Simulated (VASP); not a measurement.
Input of a VASP 6.6.1 run:

Contents of INCAR:

```
SYSTEM = ZnGeAs2
ALGO     = Fast           ! electronic algorithm
EDIFF    = 1E-6           ! SCF threshold, eV
ENCUT    = 520            ! plane-wave cutoff, eV
GGA      = CA             ! functional
ISIF     = 2              ! what is computed and relaxed
ISMEAR   = 0              ! smearing method
LASPH    = .TRUE.         ! aspherical terms in the spheres
LCHARG   = .FALSE.        ! write CHGCAR
LREAL    = .FALSE.        ! projectors in reciprocal space
LWAVE    = .FALSE.        ! write WAVECAR
NBANDS   = 26             ! bands
NELM     = 100            ! most SCF steps
PREC     = Accurate       ! precision mode
SIGMA    = 0.01           ! smearing width, eV
```

File KPOINTS:

```
k-points
0
G
  3 3 3
  0 0 0
```

POSCAR

```
ZnGeAs2
1.0
    4.0616104793      0.0000000000      0.0000000000
    0.0000000000      4.0616104793      0.0000000000
    0.0000000000      0.0000000000      5.2990998440
Zn Ge As
1 1 2
Direct
    0.5000000000      0.5000000000      0.0000000000
    0.0000000000      0.0000000000      0.5000000000
    0.5000000000      0.0000000000      0.7613251644
    0.0000000000      0.5000000000      0.2386748356
```

Potentials or basis: VASP PAW LDA potentials, release 64 (Zn, Ge_d, As).

The run is started by

```sh
$ cat potpaw_LDA.64/Zn/POTCAR potpaw_LDA.64/Ge_d/POTCAR potpaw_LDA.64/As/POTCAR > POTCAR
$ mpirun -np 1 vasp_std > vasp.out
```

Q: What does it give for the pressure?

A: 0.3 GPa.

Q: Estimate the band gap on the k mesh.

A: 0.09 eV, direct.

Forces in eV/Å, atoms in the order of the input:
```
Zn   0.000  0.000  0.000
Ge   0.000  0.000  0.000
As   0.000  0.000 -0.014
As   0.000  0.000  0.014
```

Caveat: the k mesh is coarse (spacing up to 0.52 Å⁻¹), so the values aren't converged; an odd mesh through Γ misses points on the zone boundary, where band edges often lie. A hybrid or GW would open this gap; LDA tends to underestimate it.
